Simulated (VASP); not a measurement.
Given:

```yaml
crystal:
  lattice:
    - [4.18655, 0.00000, 0.00000]
    - [0.00000, 4.18655, 0.00000]
    - [0.00000, 0.00000, 7.65902]
  atoms:
    - { symbol: Pb, position: [0.00000, 0.50000, 0.80949] }
    - { symbol: Pb, position: [0.50000, 0.00000, 0.19051] }
    - { symbol: Br, position: [0.50000, 0.00000, 0.65221] }
    - { symbol: Br, position: [0.00000, 0.50000, 0.34779] }
    - { symbol: F, position: [0.50000, 0.50000, 0.00000] }
    - { symbol: F, position: [0.00000, 0.00000, 0.00000] }
```

Computed with r2SCAN meta-GGA, VASP's PBE PAW potentials (set 64) (plane waves; VASP). Settings: 520 eV cut-off, 7×7×4 Γ-centred mesh, Gaussian smearing of 0.010 eV, potentials Pb_d Br F.

Q: The job: PbBrF (space group P4/nmm), 6 atoms, r2SCAN, optics run with many empty bands, 520 eV, 7×7×4 Γ-centred mesh. Roughly how much core time does it take on a busy server core?

A: About 10 core-minutes (one run on a shared machine, a rough figure). It had 30 irreducible k-points, 99 bands, up to 3634 plane waves and 23 electronic steps.

The structure comes from a computed database's PbBrF entry (P4/nmm); how it stands against other phases isn't given here. It was relaxed first.
